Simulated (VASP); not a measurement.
Consider the following.

```yaml
crystal:
  lattice:
    - [0.00000, 2.36897, 2.36897]
    - [2.36897, 0.00000, 2.36897]
    - [2.36897, 2.36897, 0.00000]
  atoms:
    - { symbol: Cd, position: [0.00000, 0.00000, 0.00000] }
    - { symbol: O, position: [0.50000, 0.50000, 0.50000] }
```

Calculation: optB86b-vdW, VASP's PBE PAW potentials (set 64) (plane waves; VASP 6.6.1). Settings: 520 eV cut-off, Gaussian smearing of 0.050 eV, potentials Cd O.

Task: Give the energies of bands 2 to 10 at the high-symmetry points, in eV from the Fermi level.

Result: 
| band | Γ | X | U | L | W |
|---|---|---|---|---|---|
| 2 | -6.64 | -7.07 | -7.03 | -7.51 | -6.79 |
| 3 | -6.64 | -6.09 | -6.60 | -7.18 | -6.75 |
| 4 | -6.64 | -5.99 | -6.45 | -7.18 | -6.75 |
| 5 | -6.34 | -5.99 | -6.07 | -6.11 | -5.99 |
| 6 | -6.34 | -5.69 | -5.96 | -6.11 | -5.79 |
| 7 | -1.22 | -4.13 | -3.26 | -3.74 | -2.85 |
| 8 | -1.22 | -2.17 | -2.77 | 0.02 | -2.85 |
| 9 | -1.22 | -2.17 | -1.18 | 0.02 | -1.81 |
| 10 | -0.45 | 3.72 | 5.25 | 4.48 | 5.80 |

It has no gap at this level: it comes out as a metal or semimetal.

The compound is CdO in the rock salt structure. It was relaxed first.
